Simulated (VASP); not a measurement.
VASP input:

**INCAR**
```
SYSTEM = Os
PREC = Accurate
ENCUT = 400
EDIFF = 1E-6
NELM = 100
ALGO = Normal
LREAL = .FALSE.
LASPH = .TRUE.
ISMEAR = 1
SIGMA = 0.1
GGA = PE
LMAXMIX = 6
LWAVE = .FALSE.
LCHARG = .FALSE.
ISIF = 2
LEPSILON = .TRUE.
```

**POSCAR**
```
Os
1
    1.3650000000    -2.3642490000     0.0000000000
    1.3650000000     2.3642490000     0.0000000000
    0.0000000000     0.0000000000     4.3200000000
Os
2
Direct
  0.3333330000   0.6666670000   0.2500000000
  0.6666670000   0.3333330000   0.7500000000
```

### KPOINTS
```
Automatic mesh
0
Gamma
12 12 7
0 0 0
```

POTCAR, in this order: Os (PBE.64 set). Program: vasp_std.

What VASP printed:

### standard output
```
...
RMM:   4    -0.311146608908E+01   -0.34694E-04   -0.28287E-04  2752   0.602E-02
RMM:   5    -0.311148651216E+01   -0.20423E-04   -0.21445E-05  2450   0.122E-02
RMM:   6    -0.311148637199E+01    0.14016E-06   -0.27574E-06  1653   0.229E-03
 change of polarisation eV/A/(eV/A) component  2 :     1.412     6.223     0.585
 dielectric tensor                  component  2 :     9.163    41.385     3.795
 Linear response to external field (no local field effect), progress :
  Direction:   3
       N       E                     dE             d eps       ncg     rms          rms(c)
RMM:   1    -0.291756666651E+01   -0.29176E+01   -0.20993E+01  3256   0.118E+01
RMM:   2    -0.323659542677E+01   -0.31903E+00   -0.12500E-02  2641   0.212E+00
RMM:   3    -0.324580886234E+01   -0.92134E-02   -0.39120E-03  2645   0.397E-01
RMM:   4    -0.324599242198E+01   -0.18356E-03   -0.19280E-04  2668   0.606E-02
RMM:   5    -0.324599930381E+01   -0.68818E-05   -0.73814E-06  2249   0.116E-02
RMM:   6    -0.324599953676E+01   -0.23295E-06   -0.66309E-07  1517   0.215E-03
 change of polarisation eV/A/(eV/A) component  3 :     0.305     0.585     6.492
 dielectric tensor                  component  3 :     1.981     3.795    43.131
 Linear response to external field, progress :
  Direction:   1
       N       E                     dE             d eps       ncg     rms          rms(c)
RMM:   1    -0.221448889028E+01   -0.22145E+01   -0.14582E+01  7851   0.118E+01
RMM:   2    -0.255170365950E+01   -0.33721E+00    0.15623E-01  5677   0.216E+00    0.208E+00
RMM:   3    -0.256488244776E+01   -0.13179E-01   -0.96056E-03  6072   0.968E-01    0.123E+00
RMM:   4    -0.260109442137E+01   -0.36212E-01   -0.91555E-03  6292   0.913E-01    0.700E-02
RMM:   5    -0.260475494944E+01   -0.36605E-02   -0.36250E-04  6473   0.166E-01    0.136E-02
RMM:   6    -0.260464992110E+01    0.10503E-03    0.19777E-05  6638   0.228E-02    0.561E-03
RMM:   7    -0.260479098748E+01   -0.14107E-03    0.45983E-07  6558   0.818E-03    0.702E-04
RMM:   8    -0.260478698565E+01    0.40018E-05    0.20164E-06  5603   0.186E-03    0.416E-04
RMM:   9    -0.260479592559E+01   -0.89399E-05   -0.35478E-07  3033   0.591E-04    0.302E-05
RMM:  10    -0.260479521426E+01    0.71133E-06    0.36504E-07  2075   0.495E-04    0.669E-06
 change of polarisation eV/A/(eV/A) component  1 :     5.096     0.644    -0.159
 dielectric tensor                  component  1 :    34.069     4.179    -1.032
 Linear response to external field, progress :
  Direction:   2
       N       E                     dE             d eps       ncg     rms          rms(c)
RMM:   1    -0.220587953644E+01   -0.22059E+01   -0.14496E+01  7813   0.118E+01
RMM:   2    -0.255143774189E+01   -0.34556E+00    0.15352E-01  5726   0.218E+00    0.208E+00
RMM:   3    -0.256495947953E+01   -0.13522E-01   -0.10291E-02  6092   0.964E-01    0.123E+00
RMM:   4    -0.260116971328E+01   -0.36210E-01   -0.91986E-03  6318   0.913E-01    0.693E-02
RMM:   5    -0.260472388912E+01   -0.35542E-02   -0.33935E-04  6462   0.167E-01    0.153E-02
RMM:   6    -0.260469138198E+01    0.32507E-04   -0.11593E-06  6587   0.229E-02    0.893E-03
RMM:   7    -0.260467733911E+01    0.14043E-04   -0.21056E-06  6511   0.103E-02    0.447E-03
RMM:   8    -0.260478744918E+01   -0.11011E-03   -0.17542E-06  6657   0.605E-03    0.551E-04
RMM:   9    -0.260478794493E+01   -0.49576E-06   -0.13393E-06  4836   0.119E-03    0.353E-04
 change of polarisation eV/A/(eV/A) component  2 :     0.644     5.096     0.379
 dielectric tensor                  component  2 :     4.178    34.069     2.461
 Linear response to external field, progress :
  Direction:   3
       N       E                     dE             d eps       ncg     rms          rms(c)
RMM:   1    -0.291756666651E+01   -0.29176E+01   -0.20993E+01  3256   0.118E+01
RMM:   2    -0.323659542677E+01   -0.31903E+00   -0.12500E-02  2641   0.212E+00    0.182E+00
RMM:   3    -0.323529456875E+01    0.13009E-02   -0.81275E-03  2678   0.868E-01    0.108E+00
RMM:   4    -0.326232999601E+01   -0.27035E-01   -0.74388E-03  2756   0.860E-01    0.512E-02
RMM:   5    -0.326495132764E+01   -0.26213E-02   -0.22259E-04  2789   0.135E-01    0.120E-02
RMM:   6    -0.326494240349E+01    0.89241E-05   -0.80373E-06  2849   0.217E-02    0.312E-03
RMM:   7    -0.326504255332E+01   -0.10015E-03   -0.25008E-07  2725   0.343E-03    0.488E-04
RMM:   8    -0.326503916418E+01    0.33891E-05   -0.41051E-08  1977   0.109E-03    0.648E-05
RMM:   9    -0.326503930132E+01   -0.13714E-06    0.15505E-09   580   0.342E-04    0.266E-05
 change of polarisation eV/A/(eV/A) component  3 :     0.309     0.578     6.442
 dielectric tensor                  component  3 :     2.005     3.754    42.806
 Born effective charges drift removed
```

File OUTCAR:
```
------------------------ aborting loop because EDIFF is reached ----------------------------------------

 HEAD OF MICROSCOPIC STATIC DIELECTRIC TENSOR (INDEPENDENT PARTICLE, excluding Hartree and local field effects)
 ------------------------------------------------------
          34.440600     0.000000     0.000000
           0.000000    34.440590     0.000000
           0.000000     0.000000    43.131357
 ------------------------------------------------------

 MACROSCOPIC STATIC DIELECTRIC TENSOR (including local field effects in DFT)
 ------------------------------------------------------
          34.068687     0.000000    -0.000000
          -0.000000    34.068677     0.000000
           0.000000    -0.000000    42.805838
 ------------------------------------------------------

 PIEZOELECTRIC TENSOR (including local field effects)  for field in x, y, z        (e  Angst)
          XX          YY          ZZ          XY          YZ          ZX
  --------------------------------------------------------------------------------
  x     0.00000     0.00000     0.00000     0.00000     0.00000     0.00000
  y     0.00000     0.00000     0.00000     0.00000     0.00000     0.00000
  z     0.00000     0.00000     0.00000     0.00000     0.00000     0.00000

 PIEZOELECTRIC TENSOR (including local field effects)  for field in x, y, z        (C/m^2)
          XX          YY          ZZ          XY          YZ          ZX
  --------------------------------------------------------------------------------
  x     0.00000     0.00000     0.00000     0.00000     0.00000     0.00000
  y     0.00000     0.00000     0.00000     0.00000     0.00000     0.00000
  z     0.00000     0.00000     0.00000     0.00000     0.00000     0.00000

 BORN EFFECTIVE CHARGES (including local field effects) (in |e|, cummulative output)
 ---------------------------------------------------------------------------------
 ion    1
    1     0.00000     0.00000     0.00000
    2     0.00000     0.00000     0.00000
    3     0.00000     0.00000     0.00000
 ion    2
    1     0.00000     0.00000     0.00000
    2     0.00000     0.00000     0.00000
    3     0.00000     0.00000     0.00000
```
(Selected blocks of OUTCAR.)

Task: The run ends quietly. Is anything wrong with it?

Result: The cause: LEPSILON was set for a metal. The run ends without an error. Against the sound run, the energy per atom (σ→0) hardly moves; the pressure stays essentially unchanged. To mend it, drop LEPSILON, since a metal has no finite static dielectric tensor or Born charges. The plain static run on this cell (PBE GGA, plane waves, VASP's PBE PAW potentials (set 64)) converges, and its OSZICAR ends with
```
   1 F= -.22483459E+02 E0= -.22483365E+02  d E =-.280577E-03
```

The compound is Os in the hcp structure. The cell was not relaxed at this level.
